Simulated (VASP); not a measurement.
```
Sc
1.0
    1.65500    -2.86654     0.00000
    1.65500     2.86654     0.00000
    0.00000     0.00000     5.27000
Sc
2
Cartesian
  1.65500   0.95552   1.31750
  1.65500  -0.95552   3.95250
```

Computed with LDA (Ceperley-Alder, Perdew-Zunger), VASP's LDA PAW potentials (set 64) (plane waves; VASP 6.6.1). Settings: 520 eV cut-off, 11×11×6 Γ-centred mesh, first-order Methfessel-Paxton smearing of 0.10 eV, potentials Sc_sv.

Energy and stress use the plane-wave basis of the starting cell.

The ions, cell shape and volume are relaxed. Which structure does the run end with?

```
Sc
1.0
    1.61385    -2.79526     0.00000
    1.61385     2.79526     0.00000
    0.00000     0.00000     4.98820
Sc
2
Direct
  0.33333   0.66667   0.25000
  0.66667   0.33333   0.75000
```
Space group P6_3/mmc (194), at a tolerance of 0.03 Å.

How do energy and volume change from the first to the last step?

The energy (σ→0) changes by -47.9 meV/atom and the volume by -10.0 %, in 8 ionic steps.

The compound is Sc in the hcp structure. This run relaxes it. Symmetry was kept, so distortions that lower it aren't found.
